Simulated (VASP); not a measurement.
Runs of VASP 6.6.1 on PtSe2. The cell holds a sheet with vacuum, 3 atoms: a = 3.730 Å, b = 3.730 Å, c = 18.620 Å, α = 90.00°, β = 90.00°, γ = 120.00°. The cell was built by a generator and needn't be a form met in nature.

```csv
task,level,spin,cell,k mesh,cutoff (eV),dipole correction,grid for exact exchange (PRECFOCK),screening parameter,gap on the mesh (eV),largest force (eV/Å)
relaxation of cell and atoms,PBE+D4,off,relaxed,12 × 12 × 1,600,no,-,-,1.37,-
work function,PBE,"non-collinear, zero start, SOC","P-3m1, 73.72 Å³/atom",12 × 12 × 1,520,yes,-,-,-,0.14
work function,PBE,off,"P-3m1, 73.72 Å³/atom",12 × 12 × 1,520,yes,-,-,1.37,0.11
work function,HSE06,off,"P-3m1, 73.72 Å³/atom",6 × 6 × 1,520,yes,Fast,0.2 1/A,2.20,(a)
```

Alike in all rows: potentials or basis VASP PAW PBE potentials, release 64 (Se, Pt); smearing gaussian 0.03 eV.

Estimate the missing entries.

(a) 0.36.

Caveats: spin-orbit coupling is left out, which moves the levels of the heavy elements (some runs); the PAW data sets were made with another functional, which shifts forces and pressure a little (some runs).

A k mesh can miss the band edges, and rows without SOC leave out spin-orbit coupling on Pt, Se.
